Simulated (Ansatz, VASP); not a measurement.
# Cross-check of ZnS between VASP and Ansatz, part 2 of 2

Wanted: the spread between two codes on one cell, functional and k mesh. The cell is taken from a series of runs on this material, whose earlier steps may have relaxed, scaled, displaced or heated it; both programs get it as it stands.

VASP 6.6.1 and Ansatz 0.2.0.

So far: The starting structure; Ansatz: dielectric response, PBE.

## Step 3: VASP: dielectric response, PBE

Level of this step: PBE; plane waves and PAW (Zn, S) (VASP).

The same cell, functional and mesh now go to VASP, with its own data sets.

Lines of VASP's logs that name or quote its potential files are left out, and so is its time.

File INCAR:

```
SYSTEM = ZnS
PREC = Accurate
ENCUT = 400
EDIFF = 1E-08
NELM = 120
ISMEAR = 0
SIGMA = 0.01
LREAL = .FALSE.
ALGO = Normal
GGA = PE
NBANDS = 15
LORBIT = 11
LWAVE = .FALSE.
LCHARG = .FALSE.
ISIF = 2
LEPSILON = .TRUE.
LASPH = .TRUE.
GGA_COMPAT = .FALSE.
EFERMI = MIDGAP
```

File POSCAR:

```
ZnS
1.0
    0.0000000000      2.7020000000      2.7020000000
    2.7020000000      0.0000000000      2.7020000000
    2.7020000000      2.7020000000      0.0000000000
Zn S
1 1
Direct
    0.7500000000      0.7500000000      0.7500000000
    0.0000000000      0.0000000000      0.0000000000
```

File KPOINTS:

```
Automatic mesh
0
Gamma
7 7 7
0 0 0
```

The projector-augmented-wave data sets are Zn and S (PBE family, release 64).

Command:

```
> mpirun -np 1 vasp_std
```

Numbers of over 12 decimals in the logs are rounded to 6 here.

Output:

```text
[banner, memory and clock lines left out]
running    1 mpi-ranks, on    1 nodes
 distrk:  each k-point on    1 cores,    1 groups
 distr:  one band on    1 cores,    1 groups

 POSCAR found type information on POSCAR ZnS
 POSCAR found :  2 types and       2 ions
 LDA part: xc-table for (Slater+PW92), standard interpolation
 POSCAR, INCAR and KPOINTS ok, starting setup
 FFT: planning ... GRIDC
 FFT: planning ... GRID_SOFT
 FFT: planning ... GRID
 WAVECAR not read
 entering main loop
       N       E                     dE             d eps       ncg     rms          rms(c)
DAV:   1     0.719274611006E+02    0.71927E+02   -0.73767E+03   600   0.118E+03
DAV:   2    -0.265895647491E+01   -0.74586E+02   -0.70645E+02   691   0.234E+02
DAV:   3    -0.722826434240E+01   -0.45693E+01   -0.45450E+01   712   0.579E+01
DAV:   4    -0.727214568076E+01   -0.43881E-01   -0.43872E-01   726   0.590E+00
DAV:   5    -0.727265389422E+01   -0.50821E-03   -0.50820E-03   747   0.612E-01    0.686E+00
DAV:   6    -0.686489394419E+01    0.40776E+00   -0.78531E-01   890   0.318E+01    0.535E+00
DAV:   7    -0.684519532101E+01    0.19699E-01   -0.26716E-01   684   0.482E+00    0.274E+00
DAV:   8    -0.684454933147E+01    0.64599E-03   -0.53840E-03   694   0.858E-01    0.737E-01
DAV:   9    -0.684480954513E+01   -0.26021E-03   -0.12686E-03   754   0.293E-01    0.947E-02
DAV:  10    -0.684497705475E+01   -0.16751E-03   -0.20840E-04   650   0.132E-01    0.431E-02
DAV:  11    -0.684497276543E+01    0.42893E-05   -0.29858E-05   747   0.753E-02    0.716E-03
DAV:  12    -0.684497355562E+01   -0.79020E-06   -0.37946E-06   762   0.229E-02    0.420E-03
DAV:  13    -0.684497354522E+01    0.10405E-07   -0.75633E-07   657   0.918E-03    0.250E-03
DAV:  14    -0.684497354357E+01    0.16462E-08   -0.64522E-08   754   0.212E-03
   1 F= -.68449735E+01 E0= -.68449735E+01  d E =0.000000E+00
 Linear response reoptimize wavefunctions to high precision
DAV:   1    -0.684497354912E+01   -0.55500E-08   -0.24621E-09   596   0.140E-03
DAV:   2    -0.684497354921E+01   -0.83446E-10   -0.78960E-10   356   0.211E-04
 Linear response G [H, r] |phi>, progress :
  Direction:   1
       N       E                     dE             d eps       ncg     rms
RMM:   1    -0.519274072724E+02   -0.51927E+02    0.10109E+02  1027   0.693E+01
RMM:   2    -0.509560446624E+02    0.97136E+00   -0.98774E+00  1037   0.247E+01
RMM:   3    -0.511184729390E+02   -0.16243E+00   -0.56958E-01  1113   0.564E+00
RMM:   4    -0.511248151376E+02   -0.63422E-02   -0.25974E-02  1149   0.112E+00
RMM:   5    -0.511242642794E+02    0.55086E-03    0.24502E-04  1170   0.263E-01
RMM:   6    -0.511245876783E+02   -0.32340E-03   -0.89491E-04  1188   0.693E-02
RMM:   7    -0.511244963691E+02    0.91309E-04    0.13853E-04  1197   0.199E-02
RMM:   8    -0.511245198526E+02   -0.23483E-04   -0.76780E-05  1200   0.712E-03
RMM:   9    -0.511245123648E+02    0.74878E-05    0.12047E-04  1133   0.297E-03
RMM:  10    -0.511245127337E+02   -0.36895E-06    0.14254E-04   939   0.200E-03
RMM:  11    -0.511245138433E+02   -0.11096E-05    0.23477E-04   847   0.143E-03
RMM:  12    -0.511245148701E+02   -0.10267E-05   -0.13320E-04   748   0.139E-03
RMM:  13    -0.511245142226E+02    0.64751E-06    0.32069E-04   703   0.124E-03
RMM:  14    -0.511245138943E+02    0.32823E-06   -0.96803E-05   656   0.126E-03
RMM:  15    -0.511245135610E+02    0.33336E-06    0.45034E-04   637   0.123E-03
RMM:  16    -0.511245141130E+02   -0.55208E-06   -0.63521E-05   616   0.120E-03
 Linear response G [H, r] |phi>, progress :
  Direction:   2
       N       E                     dE             d eps       ncg     rms
RMM:   1    -0.527724818941E+02   -0.52772E+02    0.75495E+01  1026   0.678E+01
RMM:   2    -0.520890937184E+02    0.68339E+00   -0.86525E+00  1028   0.236E+01
RMM:   3    -0.522225736454E+02   -0.13348E+00   -0.48995E-01  1109   0.524E+00
RMM:   4    -0.522286526892E+02   -0.60790E-02   -0.23284E-02  1155   0.105E+00
RMM:   5    -0.522280756646E+02    0.57702E-03    0.35975E-04  1176   0.256E-01
RMM:   6    -0.522284069297E+02   -0.33127E-03   -0.93921E-04  1190   0.699E-02
RMM:   7    -0.522283099599E+02    0.96970E-04    0.15242E-04  1203   0.225E-02
RMM:   8    -0.522283326470E+02   -0.22687E-04   -0.94674E-05  1199   0.927E-03
RMM:   9    -0.522283261124E+02    0.65346E-05    0.14685E-05  1120   0.538E-03
RMM:  10    -0.522283276500E+02   -0.15376E-05   -0.57484E-06   956   0.409E-03
RMM:  11    -0.522283280499E+02   -0.39988E-06    0.13894E-04   858   0.375E-03
RMM:  12    -0.522283275902E+02    0.45972E-06    0.46291E-05   764   0.353E-03
RMM:  13    -0.522283303588E+02   -0.27686E-05    0.85629E-05   722   0.351E-03
RMM:  14    -0.522283294615E+02    0.89722E-06    0.14041E-04   689   0.347E-03
 Linear response G [H, r] |phi>, progress :
  Direction:   3
       N       E                     dE             d eps       ncg     rms
RMM:   1    -0.390980705370E+02   -0.39098E+02    0.23663E+02   955   0.755E+01
RMM:   2    -0.417039514932E+02   -0.26059E+01   -0.96268E+00  1045   0.247E+01
RMM:   3    -0.418913629859E+02   -0.18741E+00   -0.56182E-01  1084   0.563E+00
RMM:   4    -0.418947603173E+02   -0.33973E-02   -0.57218E-03  1121   0.119E+00
RMM:   5    -0.418967097462E+02   -0.19494E-02   -0.30171E-03  1160   0.308E-01
RMM:   6    -0.418967272969E+02   -0.17551E-04   -0.79715E-05  1172   0.890E-02
[...]
Linear response to external field (no local field effect), progress :
  Direction:   2
       N       E                     dE             d eps       ncg     rms          rms(c)
RMM:   1    -0.677054065527E+00   -0.67705E+00   -0.27145E+00   827   0.384E+00
RMM:   2    -0.715673683393E+00   -0.38620E-01   -0.16058E-02  1070   0.858E-01
RMM:   3    -0.715998028019E+00   -0.32434E-03   -0.46618E-04  1082   0.147E-01
RMM:   4    -0.716008356649E+00   -0.10329E-04   -0.46686E-05  1091   0.298E-02
RMM:   5    -0.716008942905E+00   -0.58626E-06   -0.62961E-06  1094   0.799E-03
RMM:   6    -0.716009083255E+00   -0.14035E-06   -0.98091E-07  1094   0.248E-03
RMM:   7    -0.716009125491E+00   -0.42236E-07   -0.15917E-07   995   0.877E-04
RMM:   8    -0.716009125010E+00    0.48129E-09    0.62780E-08   738   0.343E-04
 change of polarisation eV/A/(eV/A) component  2 :     0.605     1.432    -0.205
 dielectric tensor                  component  2 :     2.773     7.568    -0.941
 Linear response to external field (no local field effect), progress :
  Direction:   3
       N       E                     dE             d eps       ncg     rms          rms(c)
RMM:   1    -0.355479788232E+00   -0.35548E+00   -0.12709E+00   829   0.340E+00
RMM:   2    -0.382377761921E+00   -0.26898E-01   -0.13424E-02  1091   0.728E-01
RMM:   3    -0.382649349000E+00   -0.27159E-03   -0.35284E-04  1066   0.121E-01
RMM:   4    -0.382660396280E+00   -0.11047E-04   -0.41316E-05  1066   0.209E-02
RMM:   5    -0.382661001188E+00   -0.60491E-06   -0.59419E-06  1107   0.495E-03
RMM:   6    -0.382661180628E+00   -0.17944E-06   -0.10446E-06  1076   0.133E-03
RMM:   7    -0.382661221274E+00   -0.40646E-07   -0.23228E-07   941   0.440E-04
RMM:   8    -0.382661223249E+00   -0.19756E-08   -0.11542E-08   686   0.172E-04
 change of polarisation eV/A/(eV/A) component  3 :     0.161    -0.205     0.765
 dielectric tensor                  component  3 :     0.740    -0.940     4.510
 Linear response to external field, progress :
  Direction:   1
       N       E                     dE             d eps       ncg     rms          rms(c)
RMM:   1    -0.564960220996E+00   -0.56496E+00   -0.22232E+00  2595   0.370E+00
RMM:   2    -0.597374845127E+00   -0.32415E-01   -0.15350E-02  3465   0.818E-01    0.147E+00
RMM:   3    -0.568242201079E+00    0.29133E-01   -0.27391E-02  3354   0.866E-01    0.797E-01
RMM:   4    -0.584213469935E+00   -0.15971E-01   -0.18949E-02  3404   0.739E-01    0.223E-01
RMM:   5    -0.599740688649E+00   -0.15527E-01   -0.13184E-03  3281   0.219E-01    0.542E-02
RMM:   6    -0.600083776360E+00   -0.34309E-03   -0.22538E-04  3502   0.704E-02    0.258E-02
RMM:   7    -0.601356552524E+00   -0.12728E-02   -0.41805E-05  3359   0.311E-02    0.319E-03
RMM:   8    -0.601411731501E+00   -0.55179E-04   -0.28986E-06  3537   0.642E-03    0.172E-03
RMM:   9    -0.601397937540E+00    0.13794E-04   -0.16590E-06  3491   0.224E-03    0.576E-04
RMM:  10    -0.601405201022E+00   -0.72635E-05    0.25974E-07  3617   0.475E-04    0.239E-04
RMM:  11    -0.601402364826E+00    0.28362E-05   -0.24383E-09  3284   0.338E-04    0.172E-05
RMM:  12    -0.601401888750E+00    0.47608E-06    0.46958E-07  2548   0.758E-05    0.114E-05
RMM:  13    -0.601402008099E+00   -0.11935E-06    0.14464E-07  1640   0.417E-05    0.274E-06
 change of polarisation eV/A/(eV/A) component  1 :     1.112     0.283     0.135
 dielectric tensor                  component  1 :     6.101     1.300     0.619
 Linear response to external field, progress :
  Direction:   2
       N       E                     dE             d eps       ncg     rms          rms(c)
RMM:   1    -0.565157227572E+00   -0.56516E+00   -0.22252E+00  2594   0.370E+00
RMM:   2    -0.597368520212E+00   -0.32211E-01   -0.15340E-02  3470   0.817E-01    0.147E+00
RMM:   3    -0.568237951942E+00    0.29131E-01   -0.27384E-02  3352   0.866E-01    0.797E-01
RMM:   4    -0.584209697135E+00   -0.15972E-01   -0.18947E-02  3405   0.739E-01    0.223E-01
RMM:   5    -0.599738807380E+00   -0.15529E-01   -0.13331E-03  3285   0.219E-01    0.542E-02
RMM:   6    -0.600080390701E+00   -0.34158E-03   -0.22759E-04  3506   0.704E-02    0.258E-02
RMM:   7    -0.601353671979E+00   -0.12733E-02   -0.44079E-05  3361   0.311E-02    0.319E-03
RMM:   8    -0.601408371066E+00   -0.54699E-04   -0.37440E-06  3535   0.642E-03    0.172E-03
RMM:   9    -0.601394657039E+00    0.13714E-04   -0.20749E-06  3496   0.224E-03    0.576E-04
RMM:  10    -0.601401962430E+00   -0.73054E-05   -0.39972E-07  3617   0.474E-04    0.238E-04
RMM:  11    -0.601399055398E+00    0.29070E-05   -0.75418E-07  3276   0.340E-04    0.177E-05
RMM:  12    -0.601398612082E+00    0.44332E-06   -0.37609E-07  2551   0.756E-05    0.114E-05
RMM:  13    -0.601398721493E+00   -0.10941E-06   -0.42752E-07  1618   0.415E-05    0.262E-06
 change of polarisation eV/A/(eV/A) component  2 :     0.281     1.112     0.098
 dielectric tensor                  component  2 :     1.291     6.101     0.449
 Linear response to external field, progress :
  Direction:   3
       N       E                     dE             d eps       ncg     rms          rms(c)
RMM:   1    -0.565054361836E+00   -0.56505E+00   -0.22242E+00  2593   0.370E+00
RMM:   2    -0.597346547786E+00   -0.32292E-01   -0.15332E-02  3466   0.818E-01    0.147E+00
RMM:   3    -0.568237656188E+00    0.29109E-01   -0.27402E-02  3354   0.867E-01    0.797E-01
RMM:   4    -0.584212437639E+00   -0.15975E-01   -0.18963E-02  3404   0.739E-01    0.223E-01
RMM:   5    -0.599740442234E+00   -0.15528E-01   -0.13377E-03  3283   0.219E-01    0.542E-02
RMM:   6    -0.600080063729E+00   -0.33962E-03   -0.22839E-04  3501   0.705E-02    0.258E-02
RMM:   7    -0.601353869483E+00   -0.12738E-02   -0.44126E-05  3358   0.311E-02    0.319E-03
RMM:   8    -0.601408919307E+00   -0.55050E-04   -0.36102E-06  3535   0.643E-03    0.171E-03
RMM:   9    -0.601395161567E+00    0.13758E-04   -0.18232E-06  3498   0.224E-03    0.576E-04
RMM:  10    -0.601402450443E+00   -0.72889E-05   -0.10353E-07  3615   0.475E-04    0.239E-04
RMM:  11    -0.601399567293E+00    0.28832E-05   -0.93282E-08  3279   0.338E-04    0.175E-05
RMM:  12    -0.601399134104E+00    0.43319E-06    0.80965E-08  2549   0.754E-05    0.116E-05
RMM:  13    -0.601399230898E+00   -0.96794E-07    0.74869E-09  1629   0.414E-05    0.263E-06
 change of polarisation eV/A/(eV/A) component  3 :     0.214     0.205     1.112
 dielectric tensor                  component  3 :     0.980     0.939     6.101
 Born effective charges drift removed
```

OUTCAR, selected parts (step 3):

```text
ion  position               nearest neighbor table
   1  0.750  0.750  0.750-   2 2.34   2 2.34   2 2.34   2 2.34
   2  0.000  0.000  0.000-   1 2.34   1 2.34   1 2.34   1 2.34

  LATTYP: Found a face centered cubic cell.
 ALAT       =     5.4040000000

 Subroutine GETGRP returns: Found 24 space group operations
 (whereof 24 operations were pure point group operations)

The static configuration has the point symmetry T_d .

 Found     20 irreducible k-points:

   k-points           NKPTS =     20   k-points in BZ     NKDIM =     20   number of bands    NBANDS=     15

   dimension x,y,z NGX =    28 NGY =   28 NGZ =   28
   dimension x,y,z NGXF=    56 NGYF=   56 NGZF=   56

   ENCUT  =  400.0 eV  29.40 Ry    5.42 a.u.   6.23  6.23  6.23*2*pi/ulx,y,z

   NELECT =      18.0000    total number of electrons

 k-points in reciprocal lattice and weights: Automatic mesh
   0.00000000  0.00000000  0.00000000       0.003
   0.14285714  0.00000000  0.00000000       0.023
   0.28571429  0.00000000  0.00000000       0.023
   0.42857143  0.00000000  0.00000000       0.023
   0.14285714  0.14285714  0.00000000       0.017
   0.28571429  0.14285714  0.00000000       0.070
   0.42857143  0.14285714  0.00000000       0.070
  -0.42857143  0.14285714  0.00000000       0.070
  -0.28571429  0.14285714  0.00000000       0.070
[...]
-0.42857143  0.42857143  0.14285714       0.070
  -0.28571429  0.42857143  0.14285714       0.070

 average (electrostatic) potential at core
       1 -36.2531       2 -88.5756

  Total        0.3779829      0.3779829      0.3779829      0.0000000      0.0000000     -0.0000000
  in kB       15.3495869     15.3495869     15.3495869      0.0000000      0.0000000     -0.0000000
  external PRESSURE =      15.3495869 kB  Pullay stress =       0.0000000 kB

  energy-cutoff  :      400.00
  volume of cell :       39.45
      direct lattice vectors                 reciprocal lattice vectors
     0.000000000  2.702000000  2.702000000    -0.185048113  0.185048113  0.185048113
     2.702000000  0.000000000  2.702000000     0.185048113 -0.185048113  0.185048113
     2.702000000  2.702000000  0.000000000     0.185048113  0.185048113 -0.185048113

 POSITION                                       TOTAL-FORCE (eV/Angst)
 -----------------------------------------------------------------------------------
      4.05300      4.05300      4.05300         0.000000      0.000000      0.000000
      0.00000      0.00000      0.00000        -0.000000     -0.000000      0.000000
 -----------------------------------------------------------------------------------
    total drift:                                0.000000      0.000000      0.000000

 MACROSCOPIC STATIC DIELECTRIC TENSOR (including local field effects in DFT)
 ------------------------------------------------------
           6.100739     0.000000    -0.000000
          -0.000000     6.100739     0.000000
           0.000000    -0.000000     6.100739
 ------------------------------------------------------

 PIEZOELECTRIC TENSOR (including local field effects)  for field in x, y, z        (C/m^2)
          XX          YY          ZZ          XY          YZ          ZX
  --------------------------------------------------------------------------------
  x     0.00000     0.00000     0.00000     0.00000    -0.68606     0.00000
  y    -0.00000    -0.00000    -0.00000     0.00000     0.00000    -0.68606
  z    -0.00000    -0.00000    -0.00000    -0.68606     0.00000     0.00000

 BORN EFFECTIVE CHARGES (including local field effects) (in |e|, cummulative output)
 ---------------------------------------------------------------------------------
 ion    1
    1     2.02950    -0.00000    -0.00000
    2     0.00000     2.02950     0.00000
    3    -0.00000     0.00000     2.02950
 ion    2
    1    -2.02950     0.00000     0.00000
    2     0.00000    -2.02950    -0.00000
    3     0.00000    -0.00000    -2.02950
```

Energies printed during the response cycles are not total energies of the cell. The dielectric response converges more slowly with the mesh than energies do, so tensor and charges may still move on a finer one.

## Step 4: Differences

Known differences besides the potentials themselves: fixed occupations in Ansatz, narrow Gaussian smearing in VASP; VASP's response is taken on the typed mesh, Ansatz refines its own for the field response alone; the cutoff is 420 eV in Ansatz and 400 eV in VASP. Total energies have different zeros and are not compared.

Both answers:

```csv
quantity,Ansatz,VASP,difference
ε∞ xx,5.93,6.10,-2.75 %
ε∞ yy,5.93,6.10,-2.75 %
ε∞ zz,5.93,6.10,-2.75 %
```

## Step 5: What came out

* difference in ε∞ xx (dielectric response, PBE): -2.7 %

In words: The difference in ε∞ xx is -2.7 % (dielectric response, PBE), within the 5 % picked in this series as the mark of a large difference. Such differences can come from data sets, numerical settings and the points named under the comparisons, not from the functional's error against experiment.

[Lines on the potential files, build, host, timing and source positions are cut from VASP's logs without a mark.]

[Logs are printed without paths, hosts, clocks, repeated set-up lines and the standing remarks that a program may print on its own settings, such as how far it seeks lower states.]

[Hosts, paths, dates, database ids (printed as entryN), source tags and the programs' standing remarks are cut or masked in the printed files.]
